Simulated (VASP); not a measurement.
Output of a VASP run:

**OSZICAR**
```
...
DAV:  15    -0.351355607989E+02   -0.12837E-06   -0.39199E-08  1185   0.250E-03    0.126E-03
DAV:  16    -0.351355609600E+02   -0.16108E-06   -0.25305E-08  1108   0.233E-03    0.340E-04
DAV:  17    -0.351355609718E+02   -0.11867E-07   -0.23050E-08  1115   0.110E-03
   1 F= -.35135561E+02 E0= -.35135420E+02  d E =-.351356E+02
       N       E                     dE             d eps       ncg     rms          rms(c)
DAV:   1    -0.351655886604E+02   -0.30028E-01   -0.35290E+00  1504   0.132E+01    0.103E+00
DAV:   2    -0.351594705306E+02    0.61181E-02   -0.15402E-01  1865   0.347E+00    0.598E-01
DAV:   3    -0.351484409628E+02    0.11030E-01   -0.12446E-02  2043   0.141E+00    0.136E-01
DAV:   4    -0.351484618437E+02   -0.20881E-04   -0.44340E-03  1890   0.484E-01    0.469E-02
DAV:   5    -0.351484516410E+02    0.10203E-04   -0.43653E-04  1706   0.197E-01    0.157E-02
DAV:   6    -0.351484504542E+02    0.11868E-05   -0.47719E-05  2034   0.710E-02    0.653E-03
DAV:   7    -0.351484519561E+02   -0.15018E-05   -0.55339E-06  2176   0.202E-02    0.453E-03
DAV:   8    -0.351484519967E+02   -0.40677E-07   -0.18875E-06  1822   0.130E-02    0.644E-04
DAV:   9    -0.351484520048E+02   -0.80536E-08   -0.98654E-08  1129   0.253E-03
   2 F= -.35148452E+02 E0= -.35148325E+02  d E =-.128910E-01
       N       E                     dE             d eps       ncg     rms          rms(c)
DAV:   1    -0.351568484927E+02   -0.83965E-02   -0.12434E+00  1512   0.782E+00    0.615E-01
DAV:   2    -0.351545404418E+02    0.23081E-02   -0.53879E-02  1873   0.206E+00    0.356E-01
DAV:   3    -0.351506299281E+02    0.39105E-02   -0.44383E-03  2106   0.859E-01    0.830E-02
DAV:   4    -0.351506316553E+02   -0.17272E-05   -0.15974E-03  1891   0.286E-01    0.278E-02
DAV:   5    -0.351506282886E+02    0.33667E-05   -0.16455E-04  1713   0.125E-01    0.973E-03
DAV:   6    -0.351506278611E+02    0.42746E-06   -0.19175E-05  2002   0.511E-02    0.429E-03
DAV:   7    -0.351506282016E+02   -0.34045E-06   -0.18776E-06  1882   0.117E-02    0.279E-03
DAV:   8    -0.351506282268E+02   -0.25198E-07   -0.43247E-07  1553   0.489E-03
   3 F= -.35150628E+02 E0= -.35150574E+02  d E =-.150673E-01
       N       E                     dE             d eps       ncg     rms          rms(c)
DAV:   1    -0.351506430105E+02   -0.14809E-04   -0.36111E-03  1558   0.422E-01    0.332E-02
DAV:   2    -0.351506360518E+02    0.69587E-05   -0.15455E-04  1849   0.111E-01    0.193E-02
DAV:   3    -0.351506249948E+02    0.11057E-04   -0.13141E-05  2128   0.464E-02    0.451E-03
DAV:   4    -0.351506249523E+02    0.42497E-07   -0.47334E-06  1898   0.150E-02    0.152E-03
DAV:   5    -0.351506248338E+02    0.11855E-06   -0.44422E-07  1681   0.659E-03    0.540E-04
DAV:   6    -0.351506248578E+02   -0.24036E-07   -0.36803E-08  1024   0.255E-03
   4 F= -.35150625E+02 E0= -.35150574E+02  d E =-.150639E-01
       N       E                     dE             d eps       ncg     rms          rms(c)
DAV:   1    -0.351506700315E+02   -0.45198E-04   -0.90715E-03  1502   0.648E-01    0.429E-02
DAV:   2    -0.351506623229E+02    0.77086E-05   -0.18945E-04  1946   0.129E-01    0.255E-02
DAV:   3    -0.351506498075E+02    0.12515E-04   -0.97693E-06  2288   0.405E-02    0.537E-03
DAV:   4    -0.351506494908E+02    0.31665E-06   -0.26963E-06  2114   0.126E-02    0.136E-03
DAV:   5    -0.351506494661E+02    0.24734E-07   -0.16364E-07  1237   0.361E-03
   5 F= -.35150649E+02 E0= -.35150599E+02  d E =-.246083E-04
```

**OUTCAR**
```
------------------------ aborting loop because EDIFF is reached ----------------------------------------
  FORCE on cell =-STRESS in cart. coord.  units (eV):
  Direction    XX          YY          ZZ          XY          YZ          ZX
  --------------------------------------------------------------------------------------
  Total       -3.8248047     -3.8248047     -3.8039625      0.0000000      0.0000000      0.0000000
  in kB      -75.0948860    -75.0948860    -74.6856785      0.0000000      0.0000000      0.0000000
  external PRESSURE =     -74.9584835 kB  Pullay stress =       0.0000000 kB
  volume of cell :       81.60
      direct lattice vectors                 reciprocal lattice vectors
     4.991859767  0.000000000  0.000000000     0.200326140  0.000000000  0.000000000
    -0.000000000  4.991859767  0.000000000    -0.000000000  0.200326140  0.000000000
     0.000000000  0.000000000  3.274799597     0.000000000  0.000000000  0.305362197
 POSITION                                       TOTAL-FORCE (eV/Angst)
 -----------------------------------------------------------------------------------
      4.99186      0.00000      0.00000        -0.000000      0.000000      0.000000
      2.49593      2.49593      1.63740        -0.000000      0.000000      0.000000
      1.54121      1.54121      0.00000        -0.003345     -0.003345      0.000000
      4.03714      0.95472      1.63740        -0.003345      0.003345      0.000000
      0.95472      4.03714      1.63740         0.003345     -0.003345      0.000000
      3.45065      3.45065      0.00000         0.003345      0.003345     -0.000000
 -----------------------------------------------------------------------------------
    total drift:                               -0.000000      0.000000     -0.000000
  FREE ENERGIE OF THE ION-ELECTRON SYSTEM (eV)
  ---------------------------------------------------
  free  energy   TOTEN  =       -35.1506494661 eV

  energy  without entropy=      -35.1505488713  energy(sigma->0) =      -35.15059917

 reached required accuracy - stopping structural energy minimisation
```
(Selected blocks of OUTCAR.)

File POSCAR:
```
SnO2
1
    4.9584861279     0.0000000000     0.0000000000
    0.0000000000     4.9584861279     0.0000000000
    0.0000000000     0.0000000000     3.3190307508
Sn O
2 4
Direct
  0.0000000000   1.0000000000   0.0000000000
  0.5000000000   0.5000000000   0.5000000000
  0.3067802871   0.3067802871   1.0000000000
  0.8067802871   0.1932197129   0.5000000000
  0.1932197129   0.8067802871   0.5000000000
  0.6932197129   0.6932197129   0.0000000000
```

### Question
Reconstruct the remaining input files.

### Answer
Several could match; the one computed here: the input of the run itself, revPBE GGA, plane waves, VASP's PBE PAW potentials (set 64).

INCAR:
```
SYSTEM = SnO2
PREC = Accurate
ENCUT = 520
EDIFF = 1E-7
NELM = 100
ALGO = Normal
LREAL = .FALSE.
LASPH = .TRUE.
ISMEAR = 0
SIGMA = 0.05
GGA = RE
LMAXMIX = 4
LWAVE = .FALSE.
LCHARG = .FALSE.
ISIF = 4
IBRION = 2
NSW = 30
EDIFFG = -0.01
```

### KPOINTS
```
Automatic mesh
0
G
 5 5 7
```

POTCAR, in this order: Sn_d O (PBE.64 set). Program: vasp_std.

The compound is SnO2 in the rutile structure. This cell is one point of a volume scan, at 1.06 of the reference volume. Symmetry was kept, so distortions that lower it aren't found.
